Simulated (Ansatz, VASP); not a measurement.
# Si11C205 (amorphous film on crystalline C with 5 % Si on C sites, (100)): VASP beside Ansatz

Wanted: the spread between two codes on one cell, functional and k mesh. The cell is taken from a series of runs on this material, whose earlier steps may have relaxed, scaled, displaced or heated it; both programs get it as it stands.

Program: Ansatz 0.2.0. Level of theory: plane waves, with VASP 6.6.1 beside it; PBE. Results are calculated unless marked as measured.

## 1. The structure

The cell holds 216 atoms: 205 C and 11 Si. Its edges and angles: a = 10.698 Å, b = 10.698 Å, c = 22.983 Å, α = 90.0°, β = 90.0°, γ = 90.0°. It derives from C (diamond C). As first built, before any earlier steps moved the atoms or strained the cell (in the runner's words): A 3 x 3 x 3 block of diamond C (a = 3.566 A), 5 % of C replaced at random by Si with its (100) planes normal to z; the lower 33 % held fixed, the rest melted at 8000 K for 10 ps and cooled to 500 K at 100 K/ps with the Tersoff potential (Tersoff, Phys. Rev. B 39, 5566 (1989)); then all atoms free for 10 ps at 500 K, under. Minimised at fixed cell. . Vacuum lies along c.

## 2. Ansatz: single point, PBE

Ansatz runs on its default PAW (the set named soft_2) files.

A single point takes one fixed geometry, so differences don't come from the geometry; what else differs is listed under the comparison.

The input, input.yaml:

```yaml
crystal:
  lattice:
    - [10.698, 0.0, 0.0]
    - [0.0, 10.698, 0.0]
    - [0.0, 0.0, 22.98329]
  atoms:
    - { symbol: C, position: [0.01475, 0.14431, 0.94453] }
    - { symbol: C, position: [0.07767, 0.26895, 0.96724] }
    - { symbol: C, position: [0.99068, 0.36143, 0.00221] }
    - { symbol: C, position: [0.07367, 0.44004, 0.04466] }
    - { symbol: C, position: [0.17348, 0.19142, 0.00652] }
    - { symbol: C, position: [0.24588, 0.27144, 0.04699] }
    - { symbol: C, position: [0.16865, 0.33338, 0.93158] }
    - { symbol: C, position: [0.23691, 0.43724, 0.96285] }
    - { symbol: C, position: [0.95766, 0.56333, 0.9355] }
    - { symbol: C, position: [0.07158, 0.61105, 0.96681] }
    - { symbol: C, position: [0.99705, 0.69095, 0.01118] }
    - { symbol: C, position: [0.081, 0.77739, 0.04408] }
    - { symbol: C, position: [0.15439, 0.52277, 0.00401] }
    - { symbol: C, position: [0.23835, 0.60291, 0.04409] }
    - { symbol: C, position: [0.13035, 0.71986, 0.9351] }
    - { symbol: C, position: [0.24525, 0.76997, 0.9654] }
    - { symbol: C, position: [0.04, 0.81484, 0.93596] }
    - { symbol: C, position: [0.09352, 0.92824, 0.96122] }
    - { symbol: C, position: [0.02108, 0.02646, 0.9942] }
    - { symbol: C, position: [0.0871, 0.10669, 0.04014] }
    - { symbol: C, position: [0.17338, 0.85869, 0.00502] }
    - { symbol: C, position: [0.2501, 0.93853, 0.04438] }
    - { symbol: Si, position: [0.14682, 0.05365, 0.90182] }
    - { symbol: C, position: [0.25291, 0.10802, 0.96741] }
    - { symbol: C, position: [0.36218, 0.15647, 0.93736] }
    - { symbol: C, position: [0.41049, 0.27211, 0.96601] }
    - { symbol: C, position: [0.32751, 0.3548, 0.00523] }
    - { symbol: C, position: [0.41077, 0.44218, 0.04336] }
    - { symbol: C, position: [0.49038, 0.19544, 0.00883] }
    - { symbol: C, position: [0.57307, 0.27965, 0.04319] }
[... 180 atom lines left out ...]
    - { symbol: C, position: [0.43881, 0.92765, 0.10282] }
    - { symbol: C, position: [0.74486, 0.28825, 0.16448] }
    - { symbol: C, position: [0.22024, 0.37236, 0.3931] }
    - { symbol: C, position: [0.3065, 0.89635, 0.18306] }
    - { symbol: C, position: [0.20383, 0.47007, 0.28766] }
    - { symbol: C, position: [0.99606, 0.92043, 0.41692] }
kpoints:
  mp_grid: { grid: [1, 1, 1] }
hamiltonian:
  xc: pbe
scf:
  occupations: { method: fermi_dirac, width: 0.05 }
output:
  forces: true
  eigenvalues: true
```

Command:

```
$ ansatz run input.yaml --threads 4 --pin off --max-ram 8192MiB --backend cpu --events-out ev --progress --plain --runs-dir out
```

Numbers of over 12 decimals in the logs are rounded to 6 here.

The program printed:

```text
Engine: ansatz 0.2.0, x86_64-unknown-linux-gnu
Pseudopotentials: kind: paw
Pseudopotential: C, paw, valence charge 4, recommended cutoff 420 eV (normal), C.paw.azcp
Pseudopotential: Si, paw, valence charge 4, recommended cutoff 420 eV (normal), Si.paw.azcp
Functional definition: PBE
  parameter kappa = 0.804
  parameter beta = 0.066725
  exchange = pbe_x(kappa = kappa, mu = beta*pi^2/3)
  correlation = pbe_c(beta = beta)
Crystal: 216 atoms, lattice volume = 2630.373 Å³
Basis set: ecut = 420 eV, 51353 PW (Γ), exchange–correlation on 144×144×320 points (8 copies of the dense FFT grid, shifted against one another)
Bands: 648, of which v1, the nominal top of the filled ones, is band 432 counted from 1 (431 counted from 0)
Symmetry: 1 space group operations
Space group: P1 (ITA 1), of the structure as read, at distance tolerance 1.4e-4 Å
k-points: 1
Non-local potential: C, projectors of the file, l = 0: 2, l = 1: 2, l = 2: 1
Non-local potential: Si, projectors of the file, l = 0: 2, l = 1: 2, l = 2: 2
PAW form: soft (Blöchl's): semilocal exchange-correlation on the pseudo side does not see the compensation charge
PAW one-centre angular grid: C, 110 points (default); XC on 64 Gauss nodes
PAW one-centre angular grid: Si, 110 points (default); XC on 64 Gauss nodes
Initial density: superposition of atomic densities (neutral atoms: chi_scale 0, normalization atom), corrected by the library's trained network
Initial wavefunctions: pseudopotential atomic-orbital guess
Functional: x = pbe(κ = 0.804, μ = 0.219515), c = pbe(β = 0.066725)
SCF iter   1: F=—  HF=-58259.099456 eV  |F-HF|=—  |Δ(HF+E_count)|=         —  Δρ=1.52e-2  dr2=2.29e1  ethr=1.77e-3  ⟨swp⟩=8.0  Hψ=3686  notcnv=0  defer=162
preconditioner: auto → LDOS  [metal: Δε(μ)=0.099 eV  Ē_g=14.556 eV  σ=0.050 eV  W_gap=0.44  n_scr=508 (ndim 8)  ℏωp=21.3 eV  f_vac=0.378  D(μ)=21.60/eV (n_scr^D=76)  β→1.0]
SCF iter   2: F=—  HF=-58258.108887 eV  |F-HF|=—  |Δ(HF+E_count)|=   9.91e-1  Δρ=1.46e-2  dr2=1.55e1  ethr=1.77e-3  ⟨swp⟩=4.0  Hψ=1162  notcnv=0  defer=196
SCF iter   3: F=—  HF=-58257.027668 eV  |F-HF|=—  |Δ(HF+E_count)|=    1.08e0  Δρ=4.24e-3  dr2=1.07e0  ethr=1.77e-3  ⟨swp⟩=3.0  Hψ=776  notcnv=0  defer=196
SCF iter   4: F=—  HF=-58256.939617 eV  |F-HF|=—  |Δ(HF+E_count)|=   8.81e-2  Δρ=1.77e-3  dr2=2.47e-1  ethr=1.23e-4  ⟨swp⟩=3.0  Hψ=608  notcnv=0  defer=47
automatic band count: iteration 4 solves 500 bands in place of 648: the levels show a gap, and the empty bands left out lie too high to hold charge; the band table lists the bands solved (type scf.n_extra_bands for more)
SCF iter   5: F=—  HF=-58256.922375 eV  |F-HF|=—  |Δ(HF+E_count)|=   1.72e-2  Δρ=9.21e-4  dr2=3.87e-2  ethr=2.86e-5  ⟨swp⟩=2.0  Hψ=875  notcnv=0  defer=47
SCF iter   6: F=—  HF=-58256.919824 eV  |F-HF|=—  |Δ(HF+E_count)|=   2.55e-3  Δρ=5.67e-4  dr2=1.68e-2  ethr=4.48e-6  ⟨swp⟩=2.0  Hψ=736  notcnv=0  defer=47
SCF iter   7: F=—  HF=-58256.919244 eV  |F-HF|=—  |Δ(HF+E_count)|=   5.80e-4  Δρ=3.17e-4  dr2=4.83e-3  ethr=1.95e-6  ⟨swp⟩=2.0  Hψ=534  notcnv=0  defer=47
SCF iter   8: F=—  HF=-58256.919054 eV  |F-HF|=—  |Δ(HF+E_count)|=   1.90e-4  Δρ=1.57e-4  dr2=1.02e-3  ethr=5.59e-7  ⟨swp⟩=2.0  Hψ=664  notcnv=0  defer=47
SCF iter   9: F=—  HF=-58256.919084 eV  |F-HF|=—  |Δ(HF+E_count)|=   3.08e-5  Δρ=8.58e-5  dr2=2.96e-4  ethr=1.18e-7  ⟨swp⟩=3.0  Hψ=901  notcnv=0  defer=47
SCF iter  10: F=—  HF=-58256.919109 eV  |F-HF|=—  |Δ(HF+E_count)|=   2.48e-5  Δρ=4.15e-5  dr2=8.50e-5  ethr=3.43e-8  ⟨swp⟩=3.0  Hψ=667  notcnv=0  defer=47
SCF iter  11: F=—  HF=-58256.921105 eV  |F-HF|=—  |Δ(HF+E_count)|=   2.00e-3  Δρ=1.92e-5  dr2=1.75e-5  ethr=9.84e-9  ⟨swp⟩=2.0  Hψ=720  notcnv=0  defer=47
SCF iter  12: F=—  HF=-58256.921112 eV  |F-HF|=—  |Δ(HF+E_count)|=   7.02e-6  Δρ=9.06e-6  dr2=3.40e-6  ethr=2.03e-9  ⟨swp⟩=2.0  Hψ=783  notcnv=0  defer=47
SCF iter  13: F=—  HF=-58256.921114 eV  |F-HF|=—  |Δ(HF+E_count)|=   1.59e-6  Δρ=4.86e-6  dr2=9.27e-7  ethr=3.94e-10  ⟨swp⟩=3.0  Hψ=849  notcnv=0  defer=47
SCF iter  14: F=—  HF=-58256.921114 eV  |F-HF|=—  |Δ(HF+E_count)|=   3.44e-7  Δρ=2.71e-6  dr2=2.93e-7  ethr=1.07e-10  ⟨swp⟩=3.0  Hψ=876  notcnv=0  defer=47
SCF iter  15: F=-58256.921114 eV  HF=-58256.921115 eV  |F-HF|=2.25e-8  |Δ(HF+E_count)|=   1.07e-7  Δρ=1.43e-6  dr2=8.51e-8  ethr=1.16e-11  ⟨swp⟩=23.0  Hψ=2482  notcnv=0
SCF 1 converged in 15 iterations: F = -58256.921114 eV  dr2 = 8.51e-8
  greatest PAW one-centre occupation: 0.697 electrons in one spin orbital (limit 2), on the C atom at site 29 (counted from 0), in its partial waves of l = 0
SCF converged after 15 iterations
Free energy (F): -58256.921114 eV
Harris-Foulkes:  -58256.921115 eV  (|F-HF|=2.25e-8)
Internal energy: -58256.724696 eV  (E = F + TS)
E sigma→0 (E₀):  -58256.822905 eV
Entropy (-TS):   -0.196419 eV (-0.909 meV/atom)
Fermi energy:    4.195957 eV
--- Per-component energies (eV) ---
  E_band       = -4175.193284
[...]
atom 143  C     -0.03181981    -0.01504740     3.13551703
  atom 144  C     -0.00491912    -0.00160899    -0.00892480
  atom 145  C      0.00536109     0.00705822     0.00591382
  atom 146  C      0.06309991    -0.02194268    -0.15817609
  atom 147  C     -0.00390942     0.00068144     0.00031058
  atom 148  C     -0.01517811    -0.00156739     0.01341206
  atom 149  C      0.31490902    -0.03890283     2.53303522
  atom 150  C      0.00199174     0.00128915     0.00052964
  atom 151  C     -0.01448431    -0.00672909    -0.00381263
  atom 152  C      0.49554780    -0.75535585     8.72208741
  atom 153  C      0.01090052     0.01724199     0.02146941
  atom 154  C     -0.04825834     0.03937625    -0.07548016
  atom 155  C     -0.26883806     0.76401281     9.40235819
  atom 156  C      0.00489205    -0.01223565     0.00502830
  atom 157  C      0.02089325    -0.02226757     0.01407466
  atom 158  Si    -0.02083122    -0.05670007     2.27652664
  atom 159  C     -0.57750539     0.67365377     9.45835801
  atom 160  Si    -0.01029861    -0.05264957     0.30482266
  atom 161  C      0.10265389     0.04139619     0.24025569
  atom 162  C      0.00301861    -0.00021657     0.00074945
  atom 163  C      0.00441106    -0.00027253     0.01038049
  atom 164  C      0.00294323     0.00643499     0.00559841
  atom 165  C      0.00323929    -0.00240235     0.00474144
  atom 166  C      0.02095116     0.00687984     0.00261519
[...]
atom 209  C      0.01573324     0.01450675    -0.00146046
  atom 210  C      0.10687389    -0.15880960    -0.00644607
  atom 211  C      0.24482984    -0.18932204     2.76347135
  atom 212  C     -0.00171776     0.01033173     0.13659223
  atom 213  C     -0.00036982     0.00116009     0.00015255
  atom 214  C     -0.00113325     0.00437824     0.01560387
  atom 215  C     -0.01107538    -0.00156356    -0.00342749
  atom 216  C     -0.01074169     0.00179735     0.00221839
  max |Σ_I F_I| component: 1.16e-4 eV/Å
--- Band table (eV) ---
  k-point 0: bands = [... 428 lower, 4.0068, 4.0486, 4.0692, 4.1133, 4.2594, 4.3284, 4.3786, 4.5062, ... 64 higher]
```

## 3. VASP: single point, PBE

The same cell, functional, mesh and smearing now go to VASP, with its own data sets.

Lines of VASP's logs that name or quote its potential files are left out, and so is its time.

The input, INCAR:

```
SYSTEM = Si11C205
PREC = Accurate
ENCUT = 520
EDIFF = 1E-06
NELM = 120
ISMEAR = -1
SIGMA = 0.05
LREAL = Auto
ALGO = Normal
GGA = PE
NBANDS = 583
LORBIT = 11
LWAVE = .FALSE.
LCHARG = .FALSE.
ISIF = 2
LASPH = .TRUE.
GGA_COMPAT = .FALSE.
EFERMI = MIDGAP
```

The input, POSCAR:

```
Si11C205
1.0
   10.6980000000      0.0000000000      0.0000000000
    0.0000000000     10.6980000000      0.0000000000
    0.0000000000      0.0000000000     22.9832900000
C Si
205 11
Direct
    0.0147500000      0.1443100000      0.9445300000
    0.0776700000      0.2689500000      0.9672400000
    0.9906800000      0.3614300000      0.0022100000
    0.0736700000      0.4400400000      0.0446600000
    0.1734800000      0.1914200000      0.0065200000
    0.2458800000      0.2714400000      0.0469900000
    0.1686500000      0.3333800000      0.9315800000
    0.2369100000      0.4372400000      0.9628500000
    0.9576600000      0.5633300000      0.9355000000
    0.0715800000      0.6110500000      0.9668100000
    0.9970500000      0.6909500000      0.0111800000
    0.0810000000      0.7773900000      0.0440800000
    0.1543900000      0.5227700000      0.0040100000
    0.2383500000      0.6029100000      0.0440900000
    0.1303500000      0.7198600000      0.9351000000
    0.2452500000      0.7699700000      0.9654000000
    0.0400000000      0.8148400000      0.9359600000
    0.0935200000      0.9282400000      0.9612200000
    0.0210800000      0.0264600000      0.9942000000
    0.0871000000      0.1066900000      0.0401400000
    0.1733800000      0.8586900000      0.0050200000
    0.2501000000      0.9385300000      0.0443800000
    0.2529100000      0.1080200000      0.9674100000
    0.3621800000      0.1564700000      0.9373600000
    0.4104900000      0.2721100000      0.9660100000
    0.3275100000      0.3548000000      0.0052300000
    0.4107700000      0.4421800000      0.0433600000
    0.4903800000      0.1954400000      0.0088300000
    0.5730700000      0.2796500000      0.0431900000
    0.5179600000      0.3323200000      0.9360400000
[... 180 atom lines left out ...]
    0.1245800000      0.1377200000      0.1607600000
    0.0619200000      0.5918100000      0.3023100000
    0.8371300000      0.1083700000      0.4071200000
    0.7492800000      0.9956500000      0.1127400000
    0.1985900000      0.5393600000      0.1631800000
    0.6422000000      0.7134500000      0.1627200000
```

The input, KPOINTS:

```
Automatic mesh
0
Gamma
1 1 1
0 0 0
```

PAW data sets: C and Si (PBE family, release 64).

Command:

```
$ export OMP_NUM_THREADS=4
$ mpirun -np 1 vasp_gam
```

The program printed:

```text
[banner, memory and clock lines left out]
running    1 mpi-ranks, on    1 nodes
[...]
Offloading initialized ...    1 GPUs detected
[...]
LDA part: xc-table for (Slater+PW92), standard interpolation
 POSCAR, INCAR and KPOINTS ok, starting setup
[...]
entering main loop
       N       E                     dE             d eps       ncg     rms          rms(c)
DAV:   1     0.691579803288E+04    0.69158E+04   -0.48149E+05  1166   0.142E+03
DAV:   2    -0.113769300704E+04   -0.80535E+04   -0.76295E+04  1493   0.342E+02
DAV:   3    -0.184602252367E+04   -0.70833E+03   -0.69091E+03  1452   0.100E+02
DAV:   4    -0.187358689140E+04   -0.27564E+02   -0.27370E+02  1524   0.208E+01
[...]
DAV:  33    -0.177101840632E+04   -0.28722E-05   -0.21455E-07   932   0.284E-04    0.174E-04
DAV:  34    -0.177101840779E+04   -0.14704E-05   -0.10633E-07   940   0.214E-04    0.110E-04
DAV:  35    -0.177101840849E+04   -0.69384E-06   -0.93079E-08   924   0.181E-04
   1 F= -.17710184E+04 E0= -.17709203E+04  d E =-.196205E+00
```

Parts of OUTCAR (step 3):

```text
  FREE ENERGIE OF THE ION-ELECTRON SYSTEM (eV)
  ---------------------------------------------------
  free  energy   TOTEN  =     -1771.0184084884 eV

  energy  without entropy=    -1770.8222030125  energy(sigma->0) =    -1770.92030575
```

## 4. Comparison

Known differences besides the potentials themselves: the cutoff is 420 eV in Ansatz and 520 eV in VASP (PREC = Accurate, projectors in real space). Total energies have different zeros and are not compared.

Both answers:

```tsv
quantity	Ansatz	VASP	difference
gap on the k mesh (eV)	0.146	0.148	-0.001
```

Forces on 10 of the 216 atoms, those with the largest forces and the largest differences (eV/Å; atoms numbered as in POSCAR):

```tsv
atom	Ansatz x, y, z	VASP x, y, z
C15	-0.046, 0.006, 0.018	-0.003, -0.033, -0.011
C17	0.017, 0.007, -0.018	-0.005, 0.052, -0.059
C29	-0.273, -1.253, -10.480	-0.271, -1.243, -10.469
C35	0.023, -0.923, -10.274	0.017, -0.915, -10.288
C45	0.841, -0.052, -10.451	0.850, -0.041, -10.454
C51	0.574, 0.959, -9.959	0.569, 0.949, -9.945
C68	-0.030, 0.037, 0.021	-0.066, -0.010, -0.014
C121	-1.829, 1.724, 9.373	-1.847, 1.734, 9.369
C147	-0.269, 0.764, 9.402	-0.273, 0.774, 9.389
C150	-0.578, 0.674, 9.458	-0.580, 0.684, 9.448
```

The forces differ by 17 meV/Å r.m.s., which is 0.8 % of the r.m.s. force of 2.097 eV/Å (both taken over all components). A gap on the mesh is an upper bound, since the band edges may lie between its points. Where the cell holds vacuum, a pressure given here is an average over it and none of the material.

## 5. What came out

```json
{
  "r.m.s. force difference (single point, PBE)": "0.82 % of the r.m.s. force"
}
```

What this shows: The r.m.s. force difference is 0.82 % of the r.m.s. force (single point, PBE), within the 3 % picked in this series as the mark of a large difference. How closely two codes agree says nothing of how well the functional describes the real material.

[Lines on the potential files, build, host, timing and source positions are cut from VASP's logs without a mark.]

[Logs are printed without paths, hosts, clocks, repeated set-up lines and the standing remarks that a program may print on its own settings, such as how far it seeks lower states.]

[Hosts, paths, dates, database ids (printed as entryN), source tags and the programs' standing remarks are cut or masked in the printed files.]
